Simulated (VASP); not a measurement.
Here is the system:

```xyz
2
Lattice="0.0000 2.5193 2.5193 2.5193 0.0000 2.5193 2.5193 2.5193 0.0000" Properties=species:S:1:pos:R:3 pbc="T T T"
Ru     0.0000     0.0000     0.0000
As     2.5193     2.5193     2.5193
```

Calculation: r2SCAN meta-GGA, VASP's PBE PAW potentials (set 64) (plane waves; VASP 6.6.1). Numerical set-up: 400 eV cut-off, 14×14×14 Γ-centred mesh, tetrahedra with Blöchl corrections, potentials Ru_pv As.

Estimate the energy per atom (σ→0), band gap (over mesh and band path) with the smallest direct gap where there is one.

```json
{
  "band gap (over mesh and band path)": "none (metal, semimetal or under 0.01 eV)",
  "energy per atom (σ→0)": "-19.760 eV/atom"
}
```

The structure was generated: RuAs was put into the rock salt type (Fm-3m), which need not be its known phase. It was relaxed first, which changed the volume by -32 %. The electron count is odd and the run is not spin-polarised, which forces a metal.
